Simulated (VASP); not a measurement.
Energy against volume of LiCl (rock salt). Method: HSE06 screened hybrid, VASP's PBE PAW potentials (set 64) (plane waves; VASP). Settings: 520 eV cut-off, 6×6×6 Γ-centred mesh, Gaussian smearing of 0.050 eV, potentials Li_sv Cl.

```
V (Å³/atom)  E (eV/atom)
-----------  -----------
15.956          -4.23402
16.465          -4.23761
16.975          -4.23769
17.484          -4.23474
```

Fit these four points and predict the energy of the run at 15.447 Å³/atom.

A cubic in V^(−2/3), the third-order Birch-Murnaghan form, passes through the four points with V0 = 16.73 Å³/atom and B0 = 34 GPa, and gives -4.2264 eV/atom there. The run gave -4.2263 eV/atom, +0.1 meV/atom from the fit; all five points give B0 = 34 GPa.

The compound is LiCl in the rock salt structure. It was relaxed first. The cell's shape comes from a PBE relaxation.
